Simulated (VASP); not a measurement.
Given:

```yaml
crystal:
  lattice:
    - [-2.33916, 2.33916, 1.39110]
    - [2.33916, -2.33916, 1.39110]
    - [2.33916, 2.33916, -1.39110]
  atoms:
    - { symbol: Ru, position: [0.75000, 0.25000, 0.50000] }
    - { symbol: Ru, position: [0.00000, 0.00000, 0.00000] }
```

These are r2SCAN meta-GGA, VASP's PBE PAW potentials (set 64) (plane waves; VASP 6.6.1) values and carry that method's errors. Numerical set-up: 400 eV cut-off, 17×17×17 Γ-centred mesh, tetrahedra with Blöchl corrections, potentials Ru_pv.

Q: Estimate the energy per atom (σ→0), band gap (over mesh and band path) with the smallest direct gap where there is one.

A: 
The band gap (over mesh and band path) is none (metal, semimetal or under 0.01 eV) and the energy per atom (σ→0) comes out as -2363.7 kJ/mol of atoms.

Only differences to runs with the same potentials and settings are physical.

The structure was generated: Ru was put into the beta-Sn type (I4_1/amd), which need not be its known phase. It was relaxed first, which changed the volume by +7 %.
